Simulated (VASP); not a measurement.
A run of VASP 6.6.1:

INCAR

```
SYSTEM = SbAu
  ALGO = Fast
  EDIFF = 1E-6
  ENCUT = 520
  GGA = PE
  ISIF = 2
  ISMEAR = -1
  LASPH = .True.
  LCHARG = .False.
  LREAL = .False.
  LWAVE = .False.
  NBANDS = 15
  NELM = 60
  PREC = Accurate
  SIGMA = 0.08
```

KPOINTS

```
k-points
0
Gamma
  10 10 10
  0 0 0
```

Contents of POSCAR:

```
SbAu
1.0
    0.0000000000      3.1108764887      3.1108764887
    3.1108764887      0.0000000000      3.1108764887
    3.1108764887      3.1108764887      0.0000000000
Au Sb
1 1
Direct
    0.0000000000      0.0000000000      0.0000000000
    0.2500000000      0.2500000000      0.2500000000
```

Potentials or basis: VASP PAW PBE potentials, release 64 (Au, Sb).

The run is started by

```bash
$ cat potpaw_PBE.64/Au/POTCAR potpaw_PBE.64/Sb/POTCAR > POTCAR
$ mpirun -np 1 vasp_std > vasp.out
```

Hardware: 1 thread of Intel(R) Xeon(R) Platinum 8559C (Emerald Rapids) (shared host).

**Question.** How long does it take, and how much memory?

**Answer.** Run time: 34 s on 1 thread of Intel(R) Xeon(R) Platinum 8559C (Emerald Rapids), with other jobs on the host, peak memory 0.22 GiB. Counts: scf iterations 14, k points 47.
